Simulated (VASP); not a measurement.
Calculation: PBE GGA, VASP's PBE PAW potentials (set 64) (plane waves; VASP).

The input files of a VASP run:

File KPOINTS:
```
kpoints
0
G
 10 10 10
0 0 0
```

POSCAR:
```
Ca
1.0
  0.0000000000   2.7900000000   2.7900000000
  2.7900000000   0.0000000000   2.7900000000
  2.7900000000   2.7900000000   0.0000000000
Ca
1
Cartesian
  0.0000000000   0.0000000000   0.0000000000
```

**INCAR**
```
ALGO = Normal
EDIFF = 1E-6
EDIFFG = -0.01
ENCUT = 480
GGA = PE
IBRION = 2
ISIF = 3
ISMEAR = 1
LASPH = T
LCHARG = F
LREAL = F
LWAVE = F
NELM = 100
NSW = 60
PREC = Accurate
SIGMA = 0.1
SYSTEM = Ca
```

POTCAR, in this order: Ca_sv (PBE.64 set). Program: vasp_std.

Output of the run:

**OSZICAR**
```
       N       E                     dE             d eps       ncg     rms          rms(c)
DAV:   1     0.587883843498E+02    0.58788E+02   -0.50183E+03   846   0.955E+02
DAV:   2    -0.586731959340E+00   -0.59375E+02   -0.59179E+02   878   0.219E+02
DAV:   3    -0.188785581780E+01   -0.13011E+01   -0.12927E+01  1328   0.334E+01
DAV:   4    -0.193700367860E+01   -0.49148E-01   -0.49137E-01  1287   0.507E+00
DAV:   5    -0.193766781735E+01   -0.66414E-03   -0.66388E-03  1439   0.401E-01    0.224E+00
DAV:   6    -0.193153662328E+01    0.61312E-02   -0.11413E-02  1106   0.135E+00    0.137E+00
DAV:   7    -0.192985222208E+01    0.16844E-02   -0.16799E-02  1067   0.181E+00    0.104E-01
DAV:   8    -0.192944621487E+01    0.40601E-03   -0.20935E-03  1037   0.483E-01    0.208E-02
DAV:   9    -0.192945792429E+01   -0.11709E-04   -0.12247E-04  1292   0.884E-02    0.531E-03
DAV:  10    -0.192945843464E+01   -0.51035E-06   -0.76235E-06  1160   0.311E-02
   1 F= -.19294584E+01 E0= -.19295799E+01  d E =-.192946E+01
       N       E                     dE             d eps       ncg     rms          rms(c)
DAV:   1    -0.195995480620E+01   -0.30497E-01   -0.85849E-01   899   0.111E+01    0.105E+00
DAV:   2    -0.193642151423E+01    0.23533E-01   -0.75563E-02   896   0.350E+00    0.541E-01
DAV:   3    -0.193022935866E+01    0.61922E-02   -0.46882E-02  1110   0.198E+00    0.173E-01
DAV:   4    -0.193049652628E+01   -0.26717E-03   -0.37644E-03  1007   0.721E-01    0.860E-02
DAV:   5    -0.193106321450E+01   -0.56669E-03   -0.87149E-04  1322   0.154E-01    0.449E-02
DAV:   6    -0.193113372491E+01   -0.70510E-04   -0.11388E-04  1445   0.721E-02    0.131E-02
DAV:   7    -0.193113134324E+01    0.23817E-05   -0.35540E-06  1112   0.225E-02    0.245E-03
DAV:   8    -0.193112926820E+01    0.20750E-05   -0.90661E-06  1211   0.109E-02    0.228E-04
DAV:   9    -0.193112937767E+01   -0.10947E-06   -0.55369E-08   469   0.204E-03
   2 F= -.19311294E+01 E0= -.19312066E+01  d E =-.167094E-02
       N       E                     dE             d eps       ncg     rms          rms(c)
DAV:   1    -0.193925402317E+01   -0.81248E-02   -0.23860E-01   897   0.586E+00    0.549E-01
DAV:   2    -0.193276990093E+01    0.64841E-02   -0.21281E-02   888   0.184E+00    0.286E-01
DAV:   3    -0.193104467759E+01    0.17252E-02   -0.13212E-02  1108   0.105E+00    0.949E-02
DAV:   4    -0.193111561795E+01   -0.70940E-04   -0.10330E-03   984   0.382E-01    0.459E-02
DAV:   5    -0.193128474031E+01   -0.16912E-03   -0.25812E-04  1305   0.855E-02    0.220E-02
DAV:   6    -0.193130373735E+01   -0.18997E-04   -0.29046E-05  1423   0.359E-02    0.600E-03
DAV:   7    -0.193130275128E+01    0.98606E-06   -0.25678E-06   981   0.193E-02
   3 F= -.19313028E+01 E0= -.19313486E+01  d E =-.184432E-02
```

File OUTCAR:
```
------------------------ aborting loop because EDIFF is reached ----------------------------------------
  FORCE on cell =-STRESS in cart. coord.  units (eV):
  Direction    XX          YY          ZZ          XY          YZ          ZX
  --------------------------------------------------------------------------------------
  Total        0.0063030      0.0063030      0.0063030      0.0000000     -0.0000000      0.0000000
  in kB        0.2395235      0.2395235      0.2395235      0.0000000     -0.0000000      0.0000000
  external PRESSURE =       0.2395235 kB  Pullay stress =       0.0000000 kB
  volume of cell :       42.16
      direct lattice vectors                 reciprocal lattice vectors
     0.000000000  2.762436671  2.762436671    -0.180999624  0.180999624  0.180999624
     2.762436671 -0.000000000  2.762436671     0.180999624 -0.180999624  0.180999624
     2.762436671  2.762436671 -0.000000000     0.180999624  0.180999624 -0.180999624
 POSITION                                       TOTAL-FORCE (eV/Angst)
 -----------------------------------------------------------------------------------
      0.00000      0.00000      0.00000         0.000000      0.000000     -0.000000
 -----------------------------------------------------------------------------------
    total drift:                               -0.000000     -0.000000     -0.000000
  FREE ENERGIE OF THE ION-ELECTRON SYSTEM (eV)
  ---------------------------------------------------
  free  energy   TOTEN  =        -1.9313027513 eV

  energy  without entropy=       -1.9314404085  energy(sigma->0) =       -1.93134864

 reached required accuracy - stopping structural energy minimisation
```
(Selected blocks of OUTCAR.)

### CONTCAR
```
Ca
   1.00000000000000
     0.0000000000000000    2.7624366712768973    2.7624366712768973
     2.7624366712768973   -0.0000000000000000    2.7624366712768973
     2.7624366712768973    2.7624366712768973   -0.0000000000000000
  Ca
     1
Direct
     0.0000000000000000    0.0000000000000000    0.0000000000000000
```

Energy and stress use the plane-wave basis of the starting cell.

The compound is Ca in the fcc structure. This run relaxes it. Symmetry was kept, so distortions that lower it aren't found.
